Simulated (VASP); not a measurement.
Consider the following.

```yaml
crystal:
  lattice:
    - [-1.86163, 1.86163, 1.86163]
    - [1.86163, -1.86163, 1.86163]
    - [1.86163, 1.86163, -1.86163]
  atoms:
    - { symbol: In, position: [0.00000, 0.00000, 0.00000] }
```

Computed with PBEsol GGA, VASP's PBE PAW potentials (set 64) (plane waves; VASP 6.6.1). Run with 400 eV cut-off, Gaussian smearing of 0.050 eV, potentials In_d.

Unless said otherwise, spin-orbit coupling is left out, though it shifts the bands of the heavy elements here.

Q: Estimate the band gap (along the path) with the smallest direct gap where there is one.

A: 
- band gap (along the path): none (metal, semimetal or under 0.01 eV)

Total energies compare only between runs with the same potentials, cut-off and functional.

The structure was generated: In was put into the bcc type (Im-3m), which need not be its known phase. It was relaxed first.
